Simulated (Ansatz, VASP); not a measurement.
One calculation of ScCu, two programs

```xyz
2
Lattice="3.2560 0.0000 0.0000 0.0000 3.2560 0.0000 0.0000 0.0000 3.2560" Properties=species:S:1:pos:R:3 pbc="T T T"
Sc    1.6280    1.6280    1.6280
Cu    0.0000    0.0000    0.0000
```

Alike in both runs: task single point; functional LDA; k mesh 6 × 6 × 6; occupations gaussian, width 0.1 eV; no spin polarisation.

|  | VASP | Ansatz |
| --- | --- | --- |
| version | VASP 6.6.1 | Ansatz 0.2.0 |
| potentials or method | VASP PAW LDA potentials, release 64 (Sc_sv, Cu) | scalar-relativistic, plane waves, PAW |
| plane-wave cutoff (eV) | 520 | 420 |
| valence electrons in the cell | 22 | 30 |

|  | VASP | Ansatz | Ansatz less VASP |
| --- | --- | --- | --- |
| gap on the k mesh at the Fermi level (eV) | none | none | - |
| pressure (GPa) | -6.8 | -7.4 | -0.61 |

A gap of «none» marks a metal or a gap that the smearing closes. The two sets of potentials don't hold the same shells in valence.
